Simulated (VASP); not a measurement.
# CaO (Lime): excitons from the Bethe-Salpeter equation

Aim: the optical spectrum of CaO (Lime) with the electron-hole interaction. The cell is of the rock-salt type, one of the forms listed for this formula. The start is a cell from a database of measured crystal structures.

Main program and level: VASP 6.6.1; PBE; plane waves and PAW (Ca_sv_GW, O_GW), in the first sound run; inputs show where later runs differ.

This is a report of a sequence of runs, with most program output left out.

## 1. The starting structure

It takes space group Fm-3m (No. 225, cubic). The conventional cell has a = 4.813 Å, b = 4.813 Å, c = 4.813 Å, α = 90.00°, β = 90.00°, γ = 90.00°. Nearest to Ca lie 6 O at 2.41 Å. Nearest to O lie 6 Ca at 2.41 Å. Farther neighbours and most contacts between anions are not listed.

As a file:

```
Ca O
1.0
     0.00000    2.40650    2.40650
     2.40650    0.00000    2.40650
     2.40650    2.40650    0.00000
Ca O
1 1
Direct
  0.00000 0.00000 0.00000
  0.50000 0.50000 0.50000
```

## 2. Ground state

The orbitals come from a self-consistent PBE run with a tight EDIFF and a narrow smearing. KPOINTS_OPT adds the bands along a path, which shows whether the mesh holds the band edges.

INCAR

```
SYSTEM = CaO
PREC = Accurate
ENCUT = 440
EDIFF = 1E-08
NELM = 100
ISMEAR = 0
SIGMA = 0.01
LREAL = .FALSE.
ALGO = Normal
GGA = PE
NBANDS = 14
LORBIT = 11
LWAVE = .TRUE.
LCHARG = .FALSE.
KPAR = 8
```

POSCAR

```
CaO
1.0
    0.0000000000      2.4065000000      2.4065000000
    2.4065000000      0.0000000000      2.4065000000
    2.4065000000      2.4065000000      0.0000000000
Ca O
1 1
Direct
    0.0000000000      0.0000000000      0.0000000000
    0.5000000000      0.5000000000      0.5000000000
```

KPOINTS

```
Automatic mesh
0
Gamma
10 10 10
0 0 0
```

KPOINTS_OPT

```
Line mode
12
Line-mode
Reciprocal
  0.00000000   0.00000000   0.00000000 GAMMA
  0.50000000   0.00000000   0.50000000 X

  0.50000000   0.00000000   0.50000000 X
  0.50000000   0.25000000   0.75000000 W

  0.50000000   0.25000000   0.75000000 W
  0.37500000   0.37500000   0.75000000 K

  0.37500000   0.37500000   0.75000000 K
  0.00000000   0.00000000   0.00000000 GAMMA

  0.00000000   0.00000000   0.00000000 GAMMA
  0.50000000   0.50000000   0.50000000 L

  0.50000000   0.50000000   0.50000000 L
  0.62500000   0.25000000   0.62500000 U

  0.62500000   0.25000000   0.62500000 U
  0.50000000   0.25000000   0.75000000 W

  0.50000000   0.25000000   0.75000000 W
  0.50000000   0.50000000   0.50000000 L

  0.50000000   0.50000000   0.50000000 L
  0.37500000   0.37500000   0.75000000 K

  0.62500000   0.25000000   0.62500000 U
  0.50000000   0.00000000   0.50000000 X
```

PAW data sets: Ca_sv_GW and O_GW (PBE family, release 64).

The run is started by

```bash
mpirun -np 8 vasp_std
```

Wall time 4.8 s (8 MPI ranks of Intel Xeon 6975P-C (Granite Rapids), shared host); peak memory 1.2 GiB.

This step gave:

```yaml
free_energy_toten: -17.77 eV
fermi_energy: 4.684 eV
pressure: -1.763 GPa
least_gap_on_mesh_and_path: 3.654 eV
least_direct_gap_on_mesh_and_path: 4.034 eV
```

The highest empty bands on the path are converged less tightly, to about 0.1 eV. Electronic bands along the path, in eV, zero at the valence-band top; v1 is the highest filled band, c1 the lowest empty one:

```tsv
point	v3	v2	v1	c1	c2	c3	c4
Γ	0.00	0.00	0.00	4.70	6.23	6.23	6.23
0.45 of the way	-1.58	-0.27	-0.27	4.89	6.38	7.81	7.81
X	-1.31	-0.38	-0.38	3.65	8.02	8.87	9.51
0.45 of the way	-1.27	-0.78	-0.62	4.35	8.23	8.45	9.31
W	-1.27	-1.07	-1.07	6.31	6.31	8.36	9.51
0.45 of the way	-1.30	-1.17	-0.89	5.52	7.24	8.42	9.37
K	-1.33	-1.22	-0.78	5.14	7.97	8.53	9.02
0.45 of the way	-1.91	-0.99	-0.64	6.18	7.17	7.36	8.15
Γ	0.00	0.00	0.00	4.70	6.23	6.23	6.23
0.45 of the way	-1.34	-0.57	-0.57	6.19	6.57	7.03	7.03
L	-2.61	-1.18	-1.18	7.04	8.34	8.34	8.45
0.45 of the way	-2.23	-1.15	-1.07	6.67	7.32	8.49	9.06
U	-1.33	-1.22	-0.78	5.14	7.97	8.53	9.02
0.45 of the way	-1.31	-1.19	-0.86	5.41	7.42	8.45	9.31
W	-1.27	-1.07	-1.07	6.31	6.31	8.36	9.51
0.45 of the way	-1.95	-1.11	-1.03	6.68	6.72	8.82	8.84
L	-2.61	-1.18	-1.18	7.04	8.34	8.34	8.45
0.45 of the way	-2.23	-1.15	-1.07	6.67	7.32	8.49	9.06
K	-1.33	-1.22	-0.78	5.14	7.97	8.53	9.02
jump to U	-1.33	-1.22	-0.78	5.14	7.97	8.53	9.02
0.45 of the way	-1.29	-0.75	-0.52	4.16	8.24	8.83	9.17
X	-1.31	-0.38	-0.38	3.65	8.02	8.87	9.51
```

Of the projections kept (Ca, O), the largest for each band there; the rest of the weight can lie on other orbitals:

```tsv
point	v3	v2	v1	c1	c2	c3	c4
Γ	O 0.99	O 0.99	O 0.99	Ca 0.78	Ca 1.00	Ca 1.00	Ca 1.00
X	O 0.88	O 0.96	O 0.96	Ca 1.00	Ca 0.89	Ca 1.00	Ca 1.00
W	O 0.82	O 0.88	O 0.88	Ca 0.82	Ca 0.82	Ca 0.92	Ca 1.00
K	O 0.82	O 0.87	O 0.89	Ca 0.86	Ca 0.81	Ca 0.89	Ca 1.00
Γ	O 0.99	O 0.99	O 0.99	Ca 0.78	Ca 1.00	Ca 1.00	Ca 1.00
L	O 0.67	O 0.83	O 0.83	Ca 0.68	Ca 0.93	Ca 0.93	Ca 0.64
```

The cell has a gap of 3.65 eV on mesh and path.

## 3. Empty bands

The next step needs empty bands that the ground-state run didn't converge, so the Hamiltonian is diagonalised exactly for NBANDS bands, in a single step. LOPTICS writes the k-derivatives of the orbitals (WAVEDER), which give the long-wavelength limit of the screening.

INCAR

```
SYSTEM = CaO
PREC = Accurate
ENCUT = 440
ISMEAR = 0
SIGMA = 0.01
LREAL = .FALSE.
GGA = PE
NBANDS = 64
ALGO = Exact
NELM = 1
LWAVE = .TRUE.
LCHARG = .FALSE.
LOPTICS = .TRUE.
NEDOS = 1000
CSHIFT = 0.1
```

POSCAR is that of step 2.

KPOINTS is that of step 2.

The run is started by

```bash
mpirun -np 8 vasp_std
```

The job ended after 6.6 s (8 MPI ranks; peak memory 1.3 GiB).

The gap is read on the k-mesh alone, so it is an upper bound where the band edges lie off the mesh.

Numbers from this step:

* gap on the k-mesh: 3.654 eV
* least direct gap on the k-mesh: 4.034 eV

WAVECAR now holds 64 bands for 16 electrons. Its independent-particle dielectric tensor has xx, yy, zz = 3.9, 3.9, 3.9 on this mesh, which isn't tested for convergence in mesh or bands and lacks local fields.

## 4. G0W0

This step: G0W0 on PBE; plane waves and PAW (Ca_sv_GW, O_GW) (VASP 6.6.1).

G0W0 keeps orbitals and screening fixed and shifts each of the lowest NBANDSGW levels once. LWAVE keeps the quasiparticle levels in WAVECAR, and the W files hold the screened interaction for the next step.

INCAR

```
SYSTEM = CaO
PREC = Accurate
ENCUT = 440
ISMEAR = 0
SIGMA = 0.01
LREAL = .FALSE.
GGA = PE
NBANDS = 64
ALGO = EVGW0
NELMGW = 1
ENCUTGW = 100
NOMEGA = 48
PRECFOCK = Fast
NBANDSGW = 16
LWAVE = .TRUE.
LCHARG = .FALSE.
```

POSCAR is that of step 3.

KPOINTS is that of step 3.

The run is started by

```bash
mpirun -np 8 vasp_std
```

Run time: 5.8 min. Hardware: 8 MPI ranks; peak memory 3.7 GiB; 45 min of CPU time.

Numbers from this step:

| Quantity | Value |
| --- | --- |
| quasiparticle gap on the mesh | 5.760 eV |
| smallest direct quasiparticle gap on the mesh | 6.093 eV |
| gap of the starting orbitals on the mesh | 3.654 eV |

GW takes the gap from 3.654 to 5.760 eV. The value holds for 64 bands, ENCUTGW = 100 eV and this mesh, and isn't shown to be converged in them.

## 5. BSE, Tamm-Dancoff

This step: BSE on G0W0 on PBE; plane waves and PAW (Ca_sv_GW, O_GW) (VASP 6.6.1).

The Bethe-Salpeter equation adds the screened attraction of electron and hole to the quasiparticle pairs; ANTIRES = 0 leaves out the coupling to antiresonant pairs.

INCAR

```
SYSTEM = CaO
PREC = Accurate
ENCUT = 440
ISMEAR = 0
SIGMA = 0.01
LREAL = .FALSE.
GGA = PE
NBANDS = 64
ALGO = BSE
NBANDSO = 3
NBANDSV = 4
OMEGAMAX = 25
NEDOS = 1000
CSHIFT = 0.1
PRECFOCK = Fast
LWAVE = .FALSE.
LCHARG = .FALSE.
ENCUTGW = 100
ANTIRES = 0
```

POSCAR is that of step 4.

KPOINTS is that of step 4.

The run is started by

```bash
mpirun -np 8 vasp_std
```

The job ended after 6.2 min (8 MPI ranks; peak memory 9.8 GiB).

Numbers from this step:

```yaml
lowest_excitation: 5.672 eV
direct_gap_less_the_lowest_excitation: 0.4212 eV
```

The imaginary dielectric function, xx has structure finer than the step of the table below, so its rows give means over 1 eV, whole bins alone (the curve runs from 0 to 25 eV). Peaks (eV: height): 5.8: 7.06, 6.2: 6.64, 7.2: 5.51, 7.9: 3.54, 8.3: 4.17, 9.6: 3.44, 11.4: 2.96.

From 3 filled and 4 empty bands alone, without any pair above OMEGAMAX = 25 eV, so strength is missing wherever others contribute; lines are broadened by CSHIFT, which also makes the tail under the first line. The imaginary dielectric function, xx by photon energy; means over each step:

```tsv
photon energy (eV)	imaginary dielectric function, xx
1	0.00669
2	0.0155
3	0.0308
4	0.0698
5	0.386
6	4.63
7	3.44
8	3.05
9	2.35
10	2.22
11	2.04
12	2.18
13	0.638
14	0.143
15	0.0294
16	0.0168
17	0.0115
18	0.00838
19	0.00643
20	0.00508
21	0.00412
22	0.00339
23	0.00283
24	0.00240
```

Some of the lowest 40 states alone, with states under 2.5 meV apart joined, scaled to the strongest line shown. Exciton lines, with heights relative to the strongest:

```tsv
position (eV)	lines merged	oscillator strength
5.672	3	39
5.745	3	0.0
5.750	3	100
5.988	3	0.0
5.990	3	57
6.044	6	0.0
6.162	3	89
6.210	3	0.0
6.214	3	20
6.277	3	0.0
6.280	2	0.0
6.282	1	0.0
```

The lowest excitation lies at 5.672 eV, -421 meV against the direct gap of these orbitals. No second mesh in this session tests these energies, peaks and heights.

## 6. Independent quasiparticles

This step: BSE on G0W0 on PBE, independent quasiparticles; plane waves and PAW (Ca_sv_GW, O_GW) (VASP 6.6.1).

With LADDER and LHARTREE off the pairs don't interact at all, so the lowest line must equal the direct gap.

Edit INCAR of step 5 so:

```diff
@@ -19 +19,3 @@
 ANTIRES = 0
+LADDER = .FALSE.
+LHARTREE = .FALSE.
```

POSCAR is that of step 5.

KPOINTS is that of step 5.

The run is started by

```bash
mpirun -np 8 vasp_std
```

Elapsed: 3.4 min, on 8 MPI ranks; peak memory 9.6 GiB; 27 min of CPU time.

Numbers from this step:

| Property | Result |
| --- | --- |
| lowest excitation | 6.093 eV |

The imaginary dielectric function, xx has structure finer than the step of the table below, so its rows give means over 1 eV, whole bins alone (the curve runs from 0 to 25 eV). Peaks (eV: height): 7.9: 3.30, 8.5: 3.05, 9.3: 3.48, 10.3: 3.61, 10.7: 3.48, 11.3: 3.72, 12.8: 4.84.

From 3 filled and 4 empty bands alone, without any pair above OMEGAMAX = 25 eV, so strength is missing wherever others contribute; lines are broadened by CSHIFT, which also makes the tail under the first line. The imaginary dielectric function, xx by photon energy; means over each step:

photon energy (eV), imaginary dielectric function, xx and a bar:
```
        1       0.00 
        2       0.01 
        3       0.01 
        4       0.02 
        5       0.05 
        6       0.37 ###
        7       1.90 ###############
        8       2.55 ###################
        9       3.02 #######################
       10       2.75 #####################
       11       3.14 ########################
       12       2.09 ################
       13       3.92 ##############################
       14       1.16 #########
       15       0.21 ##
       16       0.04 
       17       0.02 
       18       0.02 
       19       0.01 
       20       0.01 
       21       0.01 
       22       0.01 
       23       0.00 
       24       0.00
```

The lowest excitation lies at 6.093 eV, +421 meV against the Tamm-Dancoff singlet. No second mesh in this session tests these energies, peaks and heights.

## 7. Summary

This step: BSE on G0W0 on PBE; plane waves and PAW (VASP 6.6.1).

Derived from the runs above.

Cost is wall time times ranks on a shared host, for this step alone, without the steps before it. Excitations by level:

```tsv
level	first excitation (eV)	cost (core minutes)
BSE, Tamm-Dancoff	5.672	49.88
independent quasiparticles	6.093	26.93
```

## 8. Outcome

| Item | Value |
| --- | --- |
| BSE, Tamm-Dancoff | lowest vertical excitation 5.672 eV; direct gap 6.093 eV |
| independent quasiparticles | lowest vertical excitation 6.093 eV; direct gap 6.093 eV |

The Bethe-Salpeter equation puts the lowest vertical singlet excitation at 5.672 eV, 0.42 eV below the direct gap of 6.093 eV; the states within 10 meV of it carry 39 % of the strength of the strongest such group among the lowest 40 states. Attraction and local fields together move the centre of weight of eps2 xx over the computed range by -1.90 eV against the run of independent quasiparticles. The spectra were run on one mesh, so the distance from the gap isn't shown to be converged; coarse meshes tend to overstate it. Bands, response cutoff and mesh of the GW step weren't tested in this session. Only vertical pairs enter; the least gap on the mesh is indirect, 5.760 eV, and its phonon-assisted absorption is absent. Only the bands set by NBANDSO and NBANDSV form pairs, and any pair above OMEGAMAX = 25 eV is dropped, so the spectrum is that of this window; the window can cut degenerate bands. Not tabulated here, as repeats of values shown or as unfit to read for their mesh, reference level or band range: eps2 curves (empty bands); eps1 curves and static values (BSE, empty bands, independent quasiparticles); line lists of runs without attraction (independent quasiparticles).

[Lines on the potential files, build, host, timing and source positions are cut from VASP's logs without a mark.]

[Logs are printed without paths, hosts, clocks, repeated set-up lines and the standing remarks that a program may print on its own settings, such as how far it seeks lower states.]

[Hosts, paths, dates, database ids (printed as entryN), source tags and the programs' standing remarks are cut or masked in the printed files.]

[Pressures printed for these runs are not shown converged in the cutoff: they can be off by several GPa and have the wrong sign.]
